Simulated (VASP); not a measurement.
## SiO2 (Quartz): the band gap, functional by functional

Aim: the gap of SiO2 (Quartz) on one structure at many levels of theory. The starting structure is a measured crystal structure from the Crystallography Open Database. The atoms were first relaxed with LDA in that cell, in a run that isn't shown, and the relaxed structure is the one below. Meshes and data sets differ where the inputs say so.

Program: VASP 6.6.1. Level of theory: Kohn-Sham DFT with plane waves and PAW; LDA, PBE, r2SCAN and TB-mBJ. Results are calculated unless marked as measured.

### 1. The starting structure

Symmetry: P3_121, No. 152, trigonal system. Conventional cell: a = 4.916 Å, b = 4.916 Å, c = 5.409 Å, α = 90.00°, β = 90.00°, γ = 120.00°. Nearest to Si lie 4 O at 1.61 Å. Nearest to O lie 2 Si at 1.61 Å. Farther neighbours and most contacts between anions are not listed.

Structure file:

```
Si O
1.0
     4.91580    0.00000    0.00000
    -2.45790    4.25721    0.00000
     0.00000    0.00000    5.40910
Si O
3 6
Direct
  0.46926 0.46926 0.00000
  0.00000 0.53074 0.66667
  0.53074 0.00000 0.33333
  0.85534 0.26830 0.45174
  0.73170 0.58704 0.78507
  0.41296 0.14466 0.11841
  0.26830 0.85534 0.54826
  0.58704 0.73170 0.21493
  0.14466 0.41296 0.88159
```

### 2. Bands with LDA

LDA, the lowest rung, knows the local density alone.

INCAR reads:

```
SYSTEM = SiO2
PREC = Accurate
ENCUT = 460
EDIFF = 1E-06
NELM = 100
ISMEAR = 0
SIGMA = 0.03
LREAL = .FALSE.
ALGO = Normal
GGA = CA
NBANDS = 46
LORBIT = 11
LWAVE = .FALSE.
LCHARG = .FALSE.
KPAR = 16
LASPH = .TRUE.
```

POSCAR reads:

```
SiO2
1.0
    4.9158000000      0.0000000000      0.0000000000
   -2.4579000000      4.2572076799      0.0000000000
    0.0000000000      0.0000000000      5.4091000000
Si O
3 6
Direct
    0.4692648135      0.4692648135      0.0000000000
    0.0000000000      0.5307351865      0.6666666667
    0.5307351865      0.0000000000      0.3333333333
    0.8553402672      0.2683029818      0.4517397088
    0.7316970182      0.5870372854      0.7850730422
    0.4129627146      0.1446597328      0.1184063755
    0.2683029818      0.8553402672      0.5482602912
    0.5870372854      0.7316970182      0.2149269578
    0.1446597328      0.4129627146      0.8815936245
```

KPOINTS reads:

```
Automatic mesh
0
Gamma
6 6 4
0 0 0
```

KPOINTS_OPT reads:

```
Line mode
8
Line-mode
Reciprocal
  0.00000000   0.00000000   0.00000000 GAMMA
  0.50000000   0.00000000   0.00000000 M

  0.50000000   0.00000000   0.00000000 M
  0.33333333   0.33333333   0.00000000 K

  0.33333333   0.33333333   0.00000000 K
  0.00000000   0.00000000   0.00000000 GAMMA

  0.00000000   0.00000000   0.00000000 GAMMA
  0.00000000   0.00000000   0.50000000 A

  0.00000000   0.00000000   0.50000000 A
  0.50000000   0.00000000   0.50000000 L

  0.50000000   0.00000000   0.50000000 L
  0.33333333   0.33333333   0.50000000 H

  0.33333333   0.33333333   0.50000000 H
  0.00000000   0.00000000   0.50000000 A

  0.50000000   0.00000000   0.50000000 L
  0.50000000   0.00000000   0.00000000 M

  0.33333333   0.33333333   0.00000000 K
  0.33333333   0.33333333   0.50000000 H
```

Potentials, in the order of the species: Si and O (LDA family, release 64).

Started as:

```sh
mpirun -np 16 vasp_std
```

What it wrote:

```text
[banner, memory and clock lines left out]
running   16 mpi-ranks, on    1 nodes
 distrk:  each k-point on    1 cores,   16 groups
 distr:  one band on    1 cores,    1 groups

 POSCAR found type information on POSCAR SiO
 POSCAR found :  2 types and       9 ions
|                                                                             |
|           W    W    AA    RRRRR   N    N  II  N    N   GGGG   !!!           |
|           W    W   A  A   R    R  NN   N  II  NN   N  G    G  !!!           |
|           W    W  A    A  R    R  N N  N  II  N N  N  G       !!!           |
|           W WW W  AAAAAA  RRRRR   N  N N  II  N  N N  G  GGG   !            |
|           WW  WW  A    A  R   R   N   NN  II  N   NN  G    G                |
|           W    W  A    A  R    R  N    N  II  N    N   GGGG   !!!           |
|                                                                             |
|     For optimal performance we recommend to set                             |
|       NCORE = 2 up to number-of-cores-per-socket                            |
|     NCORE specifies how many cores store one orbital (NPAR=cpu/NCORE).      |
|     This setting can greatly improve the performance of VASP for DFT.       |
|     The default, NCORE=1 might be grossly inefficient on modern             |
|     multi-core architectures or massively parallel machines. Do your        |
|     Unfortunately you need to use the default for GW and RPA                |
|     calculations (for HF NCORE is supported but not extensively tested      |
|     yet).                                                                   |
|                                                                             |

 LDA part: xc-table for (Slater(with rela. corr.)+CA(PZ))
 , standard interpolation
 POSCAR, INCAR and KPOINTS ok, starting setup
 FFT: planning ... GRIDC
 FFT: planning ... GRID_SOFT
 FFT: planning ... GRID
 WAVECAR not read
 entering main loop
       N       E                     dE             d eps       ncg     rms          rms(c)
DAV:   1     0.196239830762E+03    0.19624E+03   -0.22624E+04  2208   0.882E+02
DAV:   2    -0.747133962859E+02   -0.27095E+03   -0.26177E+03  2668   0.232E+02
DAV:   3    -0.877195533229E+02   -0.13006E+02   -0.12916E+02  2696   0.493E+01
DAV:   4    -0.878241512692E+02   -0.10460E+00   -0.10457E+00  2530   0.496E+00
DAV:   5    -0.878251625279E+02   -0.10113E-02   -0.10112E-02  2702   0.460E-01    0.259E+01
DAV:   6    -0.781790440244E+02    0.96461E+01   -0.22385E+01  2376   0.230E+01    0.134E+01
DAV:   7    -0.780348822484E+02    0.14416E+00   -0.84376E-01  2502   0.374E+00    0.444E+00
DAV:   8    -0.779469242735E+02    0.87958E-01   -0.49654E-02  2656   0.127E+00    0.175E+00
DAV:   9    -0.779294171879E+02    0.17507E-01   -0.16934E-02  2646   0.727E-01    0.249E-01
DAV:  10    -0.779298139492E+02   -0.39676E-03   -0.71076E-04  2468   0.118E-01    0.747E-02
DAV:  11    -0.779298274818E+02   -0.13533E-04   -0.68390E-05  2600   0.454E-02    0.740E-03
DAV:  12    -0.779298273348E+02    0.14691E-06   -0.52645E-06  2622   0.989E-03
   1 F= -.77929827E+02 E0= -.77929827E+02  d E =-.561824E-23
 Start KPOINTS_OPT (optional k-point list driver)
k-point batch [1-24\72]
       N       E                     dE             ncg
DAV:   1    -0.475767067837E+03   -0.18726E+05     2208
DAV:   2    -0.651918129633E+04   -0.60434E+04     2690
DAV:   3    -0.682717570642E+04   -0.30799E+03     2752
DAV:   4    -0.682967009069E+04   -0.24944E+01     2576
DAV:   5    -0.682969572622E+04   -0.25636E-01     2700
DAV:   6    -0.682969614227E+04   -0.41605E-03     2672
DAV:   7    -0.682969615081E+04   -0.85455E-05     2428
DAV:   8    -0.682969615113E+04   -0.31429E-06     1920
[...]
k-point batch [49-72\72]
       N       E                     dE             ncg
DAV:   1    -0.422151801505E+03   -0.28675E+05     2216
DAV:   2    -0.653255276766E+04   -0.61104E+04     2672
DAV:   3    -0.682907246604E+04   -0.29652E+03     2722
DAV:   4    -0.683148512584E+04   -0.24127E+01     2604
DAV:   5    -0.683151000594E+04   -0.24880E-01     2666
DAV:   6    -0.683151041597E+04   -0.41003E-03     2730
DAV:   7    -0.683151042461E+04   -0.86342E-05     2412
DAV:   8    -0.683151042491E+04   -0.29960E-06     1986
```

Wall time 14 s (16 MPI ranks of Intel Xeon 6975P-C (Granite Rapids), shared host); peak memory 4.6 GiB.

Lines that name or quote the potential files are left out of all logs, and their timing lines are given in words.

OUTCAR, selected parts (step 2):

```text
ion  position               nearest neighbor table
   1  0.469  0.469  0.000-   6 1.61   9 1.61   8 1.61   5 1.61   3 3.06   3 3.06   2 3.06   2 3.06

  LATTYP: Found a hexagonal cell.
 ALAT       =     4.9158000000
 C/A-ratio  =     1.1003498922

 Subroutine GETGRP returns: Found  6 space group operations
 (whereof  2 operations were pure point group operations)

The static configuration has the point symmetry C_2 .
 The point group associated with its full space group is D_3 .

 Found     24 irreducible k-points:

   k-points           NKPTS =     24   k-points in BZ     NKDIM =     24   number of bands    NBANDS=     46

   dimension x,y,z NGX =    36 NGY =   36 NGZ =   40
   dimension x,y,z NGXF=    72 NGYF=   72 NGZF=   80

   ENCUT  =  460.0 eV  33.81 Ry    5.81 a.u.   8.60  8.60  9.46*2*pi/ulx,y,z

   NELECT =      48.0000    total number of electrons

 k-points in reciprocal lattice and weights: Automatic mesh
   0.00000000  0.00000000  0.00000000       0.007
   0.16666667  0.00000000  0.00000000       0.042
   0.33333333 -0.00000000  0.00000000       0.042
   0.50000000  0.00000000  0.00000000       0.021
   0.16666667  0.16666667  0.00000000       0.042
   0.33333333  0.16666667  0.00000000       0.083
   0.33333333  0.33333333  0.00000000       0.014
   0.00000000  0.00000000  0.25000000       0.014
   0.16666667  0.00000000  0.25000000       0.042
[...]
0.33333333  0.16666667  0.50000000       0.083
   0.33333333  0.33333333  0.50000000       0.014

 average (electrostatic) potential at core
       1 -88.1358       2 -88.1358       3 -88.1358       4 -73.5358       5 -73.5359
       6 -73.5359       7 -73.5358       8 -73.5359       9 -73.5359

 E-fermi :   1.0448

 k-point     1 :       0.0000    0.0000    0.0000
  band No.  band energies     occupation
    ...
     20      -0.1793      2.00000
     21      -0.1793      2.00000
     22       0.1391      2.00000
     23       0.5175      2.00000
     24       0.5175      2.00000
     25       6.5762      0.00000
     26       9.8314      0.00000
     27       9.8314      0.00000
     28      10.3151      0.00000
     29      10.3151      0.00000
    ...

 k-point     2 :       0.1667    0.0000    0.0000
  band No.  band energies     occupation
    ...
     20      -0.2380      2.00000
     21      -0.1770      2.00000
     22       0.0400      2.00000
     23       0.5764      2.00000
     24       0.6110      2.00000
     25       7.0018      0.00000
     26       9.8205      0.00000
     27       9.8846      0.00000
     28      10.3436      0.00000
     29      10.4545      0.00000
    ...

 k-point     3 :       0.3333   -0.0000    0.0000
  band No.  band energies     occupation
    ...
     20      -0.2776      2.00000
     21      -0.1967      2.00000
     22       0.0062      2.00000
     23       0.5957      2.00000
     24       0.7508      2.00000
     25       8.0022      0.00000
     26       9.8819      0.00000
     27       9.9786      0.00000
     28      10.4584      0.00000
     29      10.8020      0.00000
    ...

  Total       -0.7875839     -0.7875839     -0.7490442      0.0000000      0.0000000      0.0000000
  in kB      -11.1471380    -11.1471380    -10.6016622      0.0000000      0.0000000      0.0000000
  external PRESSURE =     -10.9653127 kB  Pullay stress =       0.0000000 kB

  energy-cutoff  :      460.00
  volume of cell :      113.20
      direct lattice vectors                 reciprocal lattice vectors
     4.915800000  0.000000000  0.000000000     0.203425689  0.117447876  0.000000000
    -2.457900000  4.257207680  0.000000000     0.000000000  0.234895752  0.000000000
     0.000000000  0.000000000  5.409100000     0.000000000  0.000000000  0.184873639

 POSITION                                       TOTAL-FORCE (eV/Angst)
 -----------------------------------------------------------------------------------
      1.15341      1.99776      0.00000        -0.009111     -0.015780     -0.000000
     -1.30449      2.25945      3.60607        -0.009111      0.015780     -0.000000
      2.60899      0.00000      1.80303         0.018222      0.000000     -0.000000
      3.54522      1.14222      2.44351        -0.005952      0.007196     -0.010624
      2.15400      2.49914      4.24654        -0.003256     -0.008752     -0.010624
      1.67448      0.61585      0.64047         0.009207      0.001556     -0.010624
     -0.78342      3.64136      2.96559         0.009207     -0.001556      0.010624
      1.08732      3.11499      1.16256        -0.005952     -0.007196      0.010624
     -0.30390      1.75807      4.76863        -0.003256      0.008752      0.010624
 -----------------------------------------------------------------------------------
    total drift:                                0.000013      0.000022     -0.000001

  FREE ENERGIE OF THE ION-ELECTRON SYSTEM (eV)
  ---------------------------------------------------
  free  energy   TOTEN  =       -77.9298273348 eV

  energy  without entropy=      -77.9298273348  energy(sigma->0) =      -77.92982733

 total charge
# of ion       s       p       d       tot
------------------------------------------
    1        0.654   1.025   0.000   1.679
    2        0.654   1.025   0.000   1.679
    3        0.654   1.025   0.000   1.679
    4        1.547   3.686   0.000   5.234
    5        1.547   3.686   0.000   5.234
    6        1.547   3.686   0.000   5.234
    7        1.547   3.686   0.000   5.234
    8        1.547   3.686   0.000   5.234
    9        1.547   3.686   0.000   5.234
--------------------------------------------------
tot         11.245  25.192   0.000  36.437

[... 3 further parts left out ...]
```

LDA gives a least gap of 5.732 eV, and a least direct gap of 6.039 eV.

### 3. Bands with PBE

PBE, the usual starting point, adds the gradient of the density.

Edit INCAR of step 2 so:

```diff
@@ -9,3 +9,3 @@
 ALGO = Normal
-GGA = CA
+GGA = PE
 NBANDS = 46
```

POSCAR is that of step 2.

KPOINTS is that of step 2.

KPOINTS_OPT is that of step 2.

PAW data sets: Si and O (PBE family, release 64).

Started as:

```sh
mpirun -np 16 vasp_std
```

What it wrote:

```text
[banner, memory and clock lines left out]
running   16 mpi-ranks, on    1 nodes
[...]
[... a notice as in an earlier step ...]

 LDA part: xc-table for (Slater+PW92), standard interpolation
 POSCAR, INCAR and KPOINTS ok, starting setup
[...]
entering main loop
       N       E                     dE             d eps       ncg     rms          rms(c)
DAV:   1     0.207798853413E+03    0.20780E+03   -0.22693E+04  2208   0.882E+02
DAV:   2    -0.671266108535E+02   -0.27493E+03   -0.26559E+03  2670   0.234E+02
DAV:   3    -0.804568058353E+02   -0.13330E+02   -0.13237E+02  2696   0.500E+01
DAV:   4    -0.805628305177E+02   -0.10602E+00   -0.10600E+00  2522   0.498E+00
[...]
DAV:  12    -0.710674329066E+02   -0.10891E-04   -0.18884E-05  2526   0.195E-02    0.153E-02
DAV:  13    -0.710674345933E+02   -0.16866E-05   -0.55927E-06  2540   0.111E-02    0.505E-03
DAV:  14    -0.710674350528E+02   -0.45956E-06   -0.33627E-07  1984   0.267E-03
   1 F= -.71067435E+02 E0= -.71067435E+02  d E =-.766170E-13
 Start KPOINTS_OPT (optional k-point list driver)
k-point batch [1-24\72]
       N       E                     dE             ncg
DAV:   1    -0.137614147587E+03   -0.18388E+05     2208
DAV:   2    -0.628583901151E+04   -0.61482E+04     2668
DAV:   3    -0.659881337512E+04   -0.31297E+03     2760
DAV:   4    -0.660135467966E+04   -0.25413E+01     2544
DAV:   5    -0.660138006388E+04   -0.25384E-01     2684
DAV:   6    -0.660138045613E+04   -0.39225E-03     2664
DAV:   7    -0.660138046372E+04   -0.75899E-05     2370
DAV:   8    -0.660138046403E+04   -0.30278E-06     1904
[...]
k-point batch [49-72\72]
       N       E                     dE             ncg
DAV:   1    -0.877076212788E+02   -0.28341E+05     2216
DAV:   2    -0.629995404628E+04   -0.62122E+04     2680
DAV:   3    -0.660106566592E+04   -0.30111E+03     2714
DAV:   4    -0.660351650688E+04   -0.24508E+01     2602
DAV:   5    -0.660354104005E+04   -0.24533E-01     2634
DAV:   6    -0.660354142288E+04   -0.38283E-03     2722
DAV:   7    -0.660354143048E+04   -0.75964E-05     2366
DAV:   8    -0.660354143075E+04   -0.27021E-06     2002
```

Elapsed: 16 s, on 16 MPI ranks; peak memory 5.1 GiB.

From OUTCAR (step 3):

```text
  Total        4.1271812      4.1271812      4.2430393      0.0000000      0.0000000      0.0000000
  in kB       58.4144203     58.4144203     60.0542280      0.0000000      0.0000000      0.0000000
  external PRESSURE =      58.9610229 kB  Pullay stress =       0.0000000 kB

 POSITION                                       TOTAL-FORCE (eV/Angst)
 -----------------------------------------------------------------------------------
      1.15341      1.99776      0.00000        -0.000534     -0.000924      0.000000
     -1.30449      2.25945      3.60607        -0.000534      0.000924     -0.000000
      2.60899      0.00000      1.80303         0.001067      0.000000      0.000000
      3.54522      1.14222      2.44351         0.269157     -0.001392     -0.156491
      2.15400      2.49914      4.24654        -0.133373      0.233793     -0.156491
      1.67448      0.61585      0.64047        -0.135784     -0.232401     -0.156491
     -0.78342      3.64136      2.96559        -0.135784      0.232401      0.156491
      1.08732      3.11499      1.16256         0.269157      0.001392      0.156491
     -0.30390      1.75807      4.76863        -0.133373     -0.233793      0.156491
 -----------------------------------------------------------------------------------
    total drift:                                0.000011      0.000018     -0.000001

  FREE ENERGIE OF THE ION-ELECTRON SYSTEM (eV)
  ---------------------------------------------------
  free  energy   TOTEN  =       -71.0674350528 eV

  energy  without entropy=      -71.0674350528  energy(sigma->0) =      -71.06743505

[... 2 parts as in an earlier step ...]

[... 1 further part left out ...]
[key lines of the parts left out:]
E-fermi :   1.2304
```

PBE gives a least gap of 5.977 eV, and a least direct gap of 6.273 eV. The least gap is +0.245 eV from that of LDA.

(Continued in part 2 of 2.)

[Lines on the potential files, build, host, timing and source positions are cut from VASP's logs without a mark.]

[Logs are printed without paths, hosts, clocks, repeated set-up lines and the standing remarks that a program may print on its own settings, such as how far it seeks lower states.]

[Hosts, paths, dates, database ids (printed as entryN), source tags and the programs' standing remarks are cut or masked in the printed files.]
